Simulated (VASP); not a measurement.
Here is the system:

```
HfO2
1.0
    5.51866     0.00000     0.00000
    0.00000     3.29926     0.00000
    0.00000     0.00000     6.43701
Hf O
4 8
Direct
  0.75249   0.25000   0.60927
  0.25249   0.25000   0.89073
  0.24751   0.75000   0.39073
  0.74751   0.75000   0.10927
  0.63991   0.25000   0.92459
  0.13991   0.25000   0.57541
  0.36009   0.75000   0.07541
  0.86009   0.75000   0.42459
  0.52313   0.25000   0.34012
  0.02313   0.25000   0.15988
  0.47687   0.75000   0.65988
  0.97687   0.75000   0.84012
```

Method: r2SCAN meta-GGA, VASP's PBE PAW potentials (set 64) (plane waves; VASP). Settings: 520 eV cut-off, 5×8×4 Γ-centred mesh, tetrahedra with Blöchl corrections, potentials Hf_pv O.

Unless said otherwise, spin-orbit coupling is left out, though it shifts the bands of the heavy elements here.

Q: Predict the energy per atom (σ→0), band gap (over mesh and band path) with the smallest direct gap where there is one.

A: 
```
Item                                                    Result
---------------------------------------------  ---------------
band gap (over mesh and band path)                     3.94 eV
smallest direct gap (over mesh and band path)          3.94 eV
energy per atom (σ→0)                          -22.812 eV/atom
```

The absolute energy has meaning only against runs of the same code, potentials and settings.

The structure was generated: HfO2 was put into the cotunnite type (Pnma), which need not be its known phase. It was relaxed first, which changed the volume by -7 %.
